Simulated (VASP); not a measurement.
VASP input:

File POSCAR:
```
Pt3Ti
3.9691740
  0.9999999322   0.0000000000   0.0000000000
  0.0000000000   0.9999999322   0.0000000000
  0.0000000000   0.0000000000   0.9999999322
Ti Pt
1 3
Direct
  0.0000000000   0.0000000000   0.0000000000
  0.0000000000   0.5000000000   0.5000000000
  0.5000000000   0.0000000000   0.5000000000
  0.5000000000   0.5000000000   0.0000000000
```

### INCAR
```
SYSTEM = Pt3Ti
PREC = Accurate
ENCUT = 520
EDIFF = 1E-7
NELM = 100
ALGO = Normal
LREAL = .FALSE.
LASPH = .TRUE.
ISMEAR = -5
GGA = RP
LMAXMIX = 6
LWAVE = .FALSE.
LCHARG = .TRUE.
LORBIT = 11
NEDOS = 601
ISIF = 2
LEFG = .TRUE.
```

File KPOINTS:
```
Automatic mesh
0
gamma
  9 9 9
```

POTCAR, in this order: Ti_sv Pt (PBE.64 set). Program: vasp_std.

**Question.** Write an equivalent input for Quantum ESPRESSO's pw.x.

**Answer.** One equivalent input (not run):
```
&CONTROL
  calculation = 'scf'
  pseudo_dir = './pseudo'
  outdir = './out'
  tprnfor = .true.
  tstress = .true.
/
&SYSTEM
  ibrav = 0
  nat = 4
  ntyp = 2
  ecutwfc = 84
  occupations = 'tetrahedra'
  input_dft = 'rpbe'
/
&ELECTRONS
  conv_thr = 7.3e-09
  electron_maxstep = 100
/
ATOMIC_SPECIES
  Ti 47.867 Ti.upf
  Pt 195.084 Pt.upf
CELL_PARAMETERS angstrom
     3.9691737    0.0000000    0.0000000
     0.0000000    3.9691737    0.0000000
     0.0000000    0.0000000    3.9691737
ATOMIC_POSITIONS crystal
  Ti   0.0000000  0.0000000  0.0000000
  Pt   0.0000000  0.5000000  0.5000000
  Pt   0.5000000  0.0000000  0.5000000
  Pt   0.5000000  0.5000000  0.0000000
K_POINTS automatic
  9 9 9 0 0 0
```
The two are equivalent in intent, not identical: the potentials are each code's own (VASP's PAW set, PseudoDojo norm-conserving files in pw.x), so ENCUT and ecutwfc are chosen apart and not converted; conv_thr bounds pw.x's estimated SCF error, while EDIFF bounds the energy change between steps; the field gradients of LEFG aren't asked of the other code.

The compound is Pt3Ti in the L1_2 structure. It was relaxed first.
